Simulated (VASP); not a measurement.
HPbNO4, 7 atoms in the cell. The typed cell holds 7 atoms: a = 4.204 Å, b = 4.339 Å, c = 6.729 Å, α = 71.95°, β = 72.29°, γ = 62.23°. The cell was built by a generator and needn't be a form met in nature.

```yaml
Program: VASP 6.6.1
Task: relaxation of cell and atoms
Functional: PBE
Dispersion: D3(BJ)
Potentials_or_basis: VASP PAW PBE potentials, release 64 (H, Pb_d, N, O)
Cutoff: 600 eV
k_mesh: 7 × 7 × 5
Occupations: fermi-dirac, width 0.05 eV
Spin: no spin polarisation
Further_INCAR_settings: ALGO = Normal; EDIFF = 1e-06; IBRION = 2; EDIFFG = -0.02; NSW = 40; ISIF = 3
```

Potentials or basis: VASP PAW PBE potentials, release 64 (H, Pb_d, N, O).

The run is started by

```console
$ cat potpaw_PBE.64/H/POTCAR potpaw_PBE.64/Pb_d/POTCAR potpaw_PBE.64/N/POTCAR potpaw_PBE.64/O/POTCAR > POTCAR
$ mpirun -np 4 vasp_std > vasp.out
```

Hardware: 4 MPI ranks on Intel(R) Xeon(R) 6975P-C (Granite Rapids) (shared host).

**Question.** Estimate the wall time of this run.

**Answer.** Wall time 11 min on 4 MPI ranks on Intel(R) Xeon(R) 6975P-C (Granite Rapids), on a shared host, peak memory 0.57 GiB a rank. Counts: scf iterations 178, k points 123, ion steps 28.
